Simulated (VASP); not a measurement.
Consider the following.

```xyz
4
Lattice="4.6480 0.0000 0.0000 0.0000 4.6480 0.0000 0.0000 0.0000 4.6480" Properties=species:S:1:pos:R:3 pbc="T T T"
Tl     0.0000     2.3240     2.3240
Tl     2.3240     0.0000     2.3240
Tl     2.3240     2.3240     0.0000
Ag     0.0000     0.0000     0.0000
```

The numbers are results of PBEsol GGA, VASP's PBE PAW potentials (set 64) (plane waves; VASP 6.6.1), not measurements. Run with 400 eV cut-off, 8×8×8 Γ-centred mesh, tetrahedra with Blöchl corrections, potentials Tl_d Ag.

The cores are frozen, which limits the accuracy of field gradients.

Question: Give the principal components of the electric field gradient (V/Å²) and the asymmetry η at each nucleus.

Answer: 
| atom | Vxx | Vyy | Vzz | η |
|---|---|---|---|---|
| Tl1 | -3.4 | -3.4 | 6.8 | 0.00 |
| Tl2 | -3.4 | -3.4 | 6.8 | 0.00 |
| Tl3 | -3.4 | -3.4 | 6.8 | 0.00 |
| Ag4 | 0.0 | 0.0 | 0.0 | - |

The structure comes from a computed database's Tl3Ag entry (Pm-3m); how it stands against other phases isn't given here. It was relaxed first, which changed the volume by -10 %.
